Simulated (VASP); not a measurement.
# Si2Ni: accuracy against cost in the SCF threshold and plane-wave cutoff, part 3 of 3

Aim: find how far the SCF threshold and plane-wave cutoff must be pushed for Si2Ni, and what that costs. The series runs use PBEsol. The start is a cell from a database of measured crystal structures.

VASP 6.6.1; PBEsol, spin-polarised from a ferromagnetic start (one magnetic atom a cell); plane waves and PAW (Si, Ni).

Still holding for the runs below: The k-mesh is coarse for a metal.

So far. Step 12 (Plane-wave cutoff: ENCUT = 270): Against the run before the energy moves by -21.14 meV an atom and the pressure by +4.81 GPa, after 14 cycles in 5.4 s.

**13. Plane-wave cutoff: ENCUT = 310**

INCAR reads:

```
SYSTEM = Si2Ni
PREC = Accurate
ENCUT = 310
EDIFF = 1E-06
NELM = 100
ISMEAR = -1
SIGMA = 0.05
LREAL = .FALSE.
ALGO = Normal
GGA = PS
NBANDS = 17
ISPIN = 2
MAGMOM = 0 0 1
LASPH = .TRUE.
LMAXMIX = 4
LORBIT = 11
LWAVE = .FALSE.
LCHARG = .FALSE.
KPAR = 4
ISIF = 2
```

POSCAR reads:

```
Si2Ni
1.0
    0.0000000000      2.7030000000      2.7030000000
    2.7030000000      0.0000000000      2.7030000000
    2.7030000000      2.7030000000      0.0000000000
Si Ni
2 1
Direct
    0.2500000000      0.2500000000      0.2500000000
    0.7500000000      0.7500000000      0.7500000000
    0.0000000000      0.0000000000      0.0000000000
```

KPOINTS reads:

```
Automatic mesh
0
Gamma
7 7 7
0 0 0
```

The projector-augmented-wave data sets are Si and Ni (PBE family, release 64).

Run with:

```console
$ mpirun -np 4 vasp_std
```

The program printed:

```text
[... set-up lines as in an earlier step ...]
 entering main loop
       N       E                     dE             d eps       ncg     rms          rms(c)
DAV:   1     0.458567362973E+02    0.45857E+02   -0.52643E+03  1400   0.688E+02
DAV:   2    -0.187033377772E+02   -0.64560E+02   -0.58454E+02  1474   0.163E+02
DAV:   3    -0.210764185532E+02   -0.23731E+01   -0.23310E+01  1783   0.341E+01
DAV:   4    -0.211093562285E+02   -0.32938E-01   -0.32894E-01  1572   0.396E+00
[...]
DAV:  12    -0.189990473489E+02    0.89630E-05   -0.70636E-05  1538   0.597E-02    0.379E-02
DAV:  13    -0.189990500793E+02   -0.27304E-05   -0.43751E-06  1625   0.264E-02    0.140E-02
DAV:  14    -0.189990502359E+02   -0.15664E-06   -0.16640E-06  1302   0.231E-02
   1 F= -.18999050E+02 E0= -.18995587E+02  d E =-.692665E-02  mag=     0.0000
```

It took 9.4 s on 4 MPI ranks of AMD EPYC 7R13 (Zen 3), shared host; peak memory 0.46 GiB.

OUTCAR, selected parts (step 13):

```text
  Total       -0.3997195     -0.3997195     -0.3997195      0.0000000     -0.0000000      0.0000000
  in kB      -16.2142826    -16.2142826    -16.2142826      0.0000000     -0.0000000      0.0000000
  external PRESSURE =     -16.2142826 kB  Pullay stress =       0.0000000 kB

 POSITION                                       TOTAL-FORCE (eV/Angst)
 -----------------------------------------------------------------------------------
      1.35150      1.35150      1.35150         0.000000      0.000000      0.000000
      4.05450      4.05450      4.05450        -0.000000     -0.000000     -0.000000
      0.00000      0.00000      0.00000         0.000000     -0.000000     -0.000000
 -----------------------------------------------------------------------------------
    total drift:                               -0.000000      0.000000      0.000000

  FREE ENERGIE OF THE ION-ELECTRON SYSTEM (eV)
  ---------------------------------------------------
  free  energy   TOTEN  =       -18.9990502359 eV

  energy  without entropy=      -18.9921235900  energy(sigma->0) =      -18.99558691

[... 2 parts as in an earlier step ...]

[... 2 further parts left out ...]
[key lines of the parts left out:]
E-fermi :  10.3032
```

Against the run before the energy moves by -9.16 meV an atom and the pressure by +1.21 GPa, after 14 cycles in 9.4 s.

**14. Plane-wave cutoff: ENCUT = 350**

Edit INCAR of step 13 so:

```diff
@@ -2,3 +2,3 @@
 PREC = Accurate
-ENCUT = 310
+ENCUT = 350
 EDIFF = 1E-06
```

POSCAR is that of step 13.

KPOINTS is that of step 13.

Run with:

```console
$ mpirun -np 4 vasp_std
```

The program printed:

```text
[... set-up lines as in an earlier step ...]
 entering main loop
       N       E                     dE             d eps       ncg     rms          rms(c)
DAV:   1     0.520696512291E+02    0.52070E+02   -0.56566E+03  1392   0.758E+02
DAV:   2    -0.183612656880E+02   -0.70431E+02   -0.63697E+02  1517   0.174E+02
DAV:   3    -0.210824255679E+02   -0.27212E+01   -0.26677E+01  1790   0.387E+01
DAV:   4    -0.211224721878E+02   -0.40047E-01   -0.39846E-01  1562   0.437E+00
[...]
DAV:  12    -0.190019998159E+02    0.89994E-05   -0.71029E-05  1598   0.622E-02    0.388E-02
DAV:  13    -0.190020026549E+02   -0.28390E-05   -0.45258E-06  1590   0.276E-02    0.141E-02
DAV:  14    -0.190020027348E+02   -0.79962E-07   -0.16589E-06  1299   0.238E-02
   1 F= -.19002003E+02 E0= -.18998542E+02  d E =-.692077E-02  mag=     0.0000
```

Wall time 9.4 s (4 MPI ranks); peak memory 0.48 GiB.

OUTCAR, selected parts (step 14):

```text
  Total       -0.4065589     -0.4065589     -0.4065589     -0.0000000     -0.0000000     -0.0000000
  in kB      -16.4917188    -16.4917188    -16.4917188     -0.0000000     -0.0000000     -0.0000000
  external PRESSURE =     -16.4917188 kB  Pullay stress =       0.0000000 kB

 POSITION                                       TOTAL-FORCE (eV/Angst)
 -----------------------------------------------------------------------------------
      1.35150      1.35150      1.35150        -0.000000     -0.000000     -0.000000
      4.05450      4.05450      4.05450         0.000000      0.000000      0.000000
      0.00000      0.00000      0.00000        -0.000000      0.000000     -0.000000
 -----------------------------------------------------------------------------------
    total drift:                               -0.000000      0.000000      0.000000

  FREE ENERGIE OF THE ION-ELECTRON SYSTEM (eV)
  ---------------------------------------------------
  free  energy   TOTEN  =       -19.0020027348 eV

  energy  without entropy=      -18.9950819607  energy(sigma->0) =      -18.99854235

[... 2 parts as in an earlier step ...]

[... 2 further parts left out ...]
[key lines of the parts left out:]
E-fermi :  10.2999
```

Against the run before the energy moves by -0.99 meV an atom and the pressure by -0.03 GPa, after 14 cycles in 9.4 s.

**15. Plane-wave cutoff: ENCUT = 430**

Edit INCAR of step 14 so:

```diff
@@ -2,3 +2,3 @@
 PREC = Accurate
-ENCUT = 350
+ENCUT = 430
 EDIFF = 1E-06
```

POSCAR is that of step 14.

KPOINTS is that of step 14.

Run with:

```console
$ mpirun -np 4 vasp_std
```

The program printed:

```text
[... set-up lines as in an earlier step ...]
 entering main loop
       N       E                     dE             d eps       ncg     rms          rms(c)
DAV:   1     0.593500680514E+02    0.59350E+02   -0.64280E+03  1392   0.886E+02
DAV:   2    -0.177202549654E+02   -0.77070E+02   -0.69285E+02  1440   0.191E+02
DAV:   3    -0.210804260048E+02   -0.33602E+01   -0.32825E+01  1858   0.447E+01
DAV:   4    -0.211307098467E+02   -0.50284E-01   -0.50217E-01  1549   0.505E+00
[...]
DAV:  12    -0.189992006849E+02    0.73119E-05   -0.77550E-05  1564   0.681E-02    0.387E-02
DAV:  13    -0.189992040291E+02   -0.33442E-05   -0.47523E-06  1593   0.276E-02    0.142E-02
DAV:  14    -0.189992039437E+02    0.85360E-07   -0.15948E-06  1266   0.239E-02
   1 F= -.18999204E+02 E0= -.18995743E+02  d E =-.692187E-02  mag=     0.0000
```

It took 14 s on 4 MPI ranks; peak memory 0.57 GiB; 42 s of CPU time.

Parts of OUTCAR (step 15):

```text
  Total       -0.3795908     -0.3795908     -0.3795908      0.0000000      0.0000000      0.0000000
  in kB      -15.3977813    -15.3977813    -15.3977813      0.0000000      0.0000000      0.0000000
  external PRESSURE =     -15.3977813 kB  Pullay stress =       0.0000000 kB

 POSITION                                       TOTAL-FORCE (eV/Angst)
 -----------------------------------------------------------------------------------
      1.35150      1.35150      1.35150         0.000000      0.000000      0.000000
      4.05450      4.05450      4.05450        -0.000000     -0.000000     -0.000000
      0.00000      0.00000      0.00000         0.000000     -0.000000     -0.000000
 -----------------------------------------------------------------------------------
    total drift:                               -0.000000     -0.000000      0.000000

  FREE ENERGIE OF THE ION-ELECTRON SYSTEM (eV)
  ---------------------------------------------------
  free  energy   TOTEN  =       -18.9992039437 eV

  energy  without entropy=      -18.9922820777  energy(sigma->0) =      -18.99574301

[... 2 parts as in an earlier step ...]

[... 2 further parts left out ...]
[key lines of the parts left out:]
E-fermi :  10.2955
```

Against the run before the energy moves by +0.93 meV an atom and the pressure by +0.11 GPa, after 14 cycles in 14 s.

**16. Plane-wave cutoff: ENCUT = 540**

Edit INCAR of step 15 so:

```diff
@@ -2,3 +2,3 @@
 PREC = Accurate
-ENCUT = 430
+ENCUT = 540
 EDIFF = 1E-06
```

POSCAR is that of step 15.

KPOINTS is that of step 15.

Run with:

```console
$ mpirun -np 4 vasp_std
```

The program printed:

```text
[... set-up lines as in an earlier step ...]
 entering main loop
       N       E                     dE             d eps       ncg     rms          rms(c)
DAV:   1     0.688953553293E+02    0.68895E+02   -0.74582E+03  1384   0.107E+03
DAV:   2    -0.169765266229E+02   -0.85872E+02   -0.77443E+02  1469   0.212E+02
DAV:   3    -0.210639885022E+02   -0.40875E+01   -0.39792E+01  1767   0.512E+01
DAV:   4    -0.211306510634E+02   -0.66663E-01   -0.66443E-01  1590   0.589E+00
[...]
DAV:  12    -0.189984059067E+02    0.83433E-05   -0.81017E-05  1548   0.696E-02    0.389E-02
DAV:  13    -0.189984092283E+02   -0.33216E-05   -0.47461E-06  1619   0.269E-02    0.144E-02
DAV:  14    -0.189984091260E+02    0.10228E-06   -0.16128E-06  1254   0.243E-02
   1 F= -.18998409E+02 E0= -.18994948E+02  d E =-.692192E-02  mag=     0.0001
```

Wall time 16 s (4 MPI ranks); peak memory 0.66 GiB; 48 s of CPU time.

OUTCAR, selected parts (step 16):

```text
  Total       -0.3616903     -0.3616903     -0.3616903      0.0000000      0.0000000     -0.0000000
  in kB      -14.6716627    -14.6716627    -14.6716627      0.0000000      0.0000000     -0.0000000
  external PRESSURE =     -14.6716627 kB  Pullay stress =       0.0000000 kB

 POSITION                                       TOTAL-FORCE (eV/Angst)
 -----------------------------------------------------------------------------------
      1.35150      1.35150      1.35150        -0.000000     -0.000000     -0.000000
      4.05450      4.05450      4.05450         0.000000      0.000000      0.000000
      0.00000      0.00000      0.00000         0.000000     -0.000000      0.000000
 -----------------------------------------------------------------------------------
    total drift:                                0.000000     -0.000000     -0.000000

  FREE ENERGIE OF THE ION-ELECTRON SYSTEM (eV)
  ---------------------------------------------------
  free  energy   TOTEN  =       -18.9984091260 eV

  energy  without entropy=      -18.9914872024  energy(sigma->0) =      -18.99494816

[... 2 parts as in an earlier step ...]

[... 2 further parts left out ...]
[key lines of the parts left out:]
E-fermi :  10.2952
```

Against the run before the energy moves by +0.26 meV an atom and the pressure by +0.07 GPa, after 14 cycles in 16 s.

**17. The plane-wave cutoff series as a table**

This step: convergence of PBEsol results with the cutoff; plane waves and PAW (VASP 6.6.1).

Derived from the runs above.

Differences are taken from the run with ENCUT = 540. Results of the series, by row:

| setting | status | energy less the reference (meV/atom) | pressure (GPa) | moment (μB) | SCF cycles | wall time (s) |
| --- | --- | --- | --- | --- | --- | --- |
| ENCUT = 160 | converged | 1061 | -136.6 | 0 | 16 | 4.8 |
| ENCUT = 200 | converged | 160.9 | -33.6 | 0 | 15 | 5.6 |
| ENCUT = 240 | converged | 30.08 | -7.639 | 0 | 15 | 6.4 |
| ENCUT = 270 | converged | 8.944 | -2.829 | 0 | 14 | 5.4 |
| ENCUT = 310 | converged | -0.2129 | -1.621 | 0 | 14 | 9.4 |
| ENCUT = 350 | converged | -1.198 | -1.649 | 0 | 14 | 9.4 |
| ENCUT = 430 | converged | -0.265 | -1.54 | 0 | 14 | 13.6 |
| ENCUT = 540 | converged | 0 | -1.467 | 1.00e-4 | 14 | 15.8 |

**18. Results**

```json
{"SCF threshold from which the energy stays within 10 meV/atom of the reference": "EDIFF = 0.01", "SCF threshold from which the energy stays within 1 meV/atom of the reference": "EDIFF = 0.01", "SCF threshold from which the pressure stays within 0.2 GPa of the reference": "EDIFF = 1E-06", "spread of the pressure over the SCF threshold": "4.54 GPa", "spread of the energy over the SCF threshold": "0.0964 meV/atom", "plane-wave cutoff from which the energy stays within 10 meV/atom of the reference": "ENCUT = 270", "plane-wave cutoff from which the energy stays within 1 meV/atom of the reference": "ENCUT = 430", "plane-wave cutoff from which the pressure stays within 0.2 GPa of the reference": "ENCUT = 310", "spread of the pressure over the plane-wave cutoff": "135 GPa", "spread of the energy over the plane-wave cutoff": "1062 meV/atom"}
```

In words: From EDIFF = 0.01 on, the energy stays within 1 meV an atom of the reference, at 33 % of its time. The pressure holds within 0.2 GPa from EDIFF = 1E-06 on. The loosest stop saves 9 of 19 cycles and costs -0.1 meV an atom, +3.40 GPa. From ENCUT = 430 on, the energy stays within 1 meV an atom of the reference, at 86 % of its time. The pressure holds within 0.2 GPa from ENCUT = 310 on. These cutoffs are 0.6 to 2 times the default of the data sets, about 270 eV; at the default the run is off by +8.9 meV an atom, -1.36 GPa, and at 1.3 times by -1.2 meV an atom, -0.18 GPa. Energy differences between like cells converge faster than these totals. Differences are taken from the run with ENCUT = 540, which is itself not the exact limit. Forces vanish by symmetry in this cell, so the series can't test them. The runs at ENCUT = 160; ENCUT = 200; ENCUT = 240 are over 30 meV an atom or 2 GPa off and describe the material poorly.

[Lines on the potential files, build, host, timing and source positions are cut from VASP's logs without a mark.]

[Logs are printed without paths, hosts, clocks, repeated set-up lines and the standing remarks that a program may print on its own settings, such as how far it seeks lower states.]

[Hosts, paths, dates, database ids (printed as entryN), source tags and the programs' standing remarks are cut or masked in the printed files.]

[A measured line is paired with the nearest computed mode of its activity, which favours agreement.]
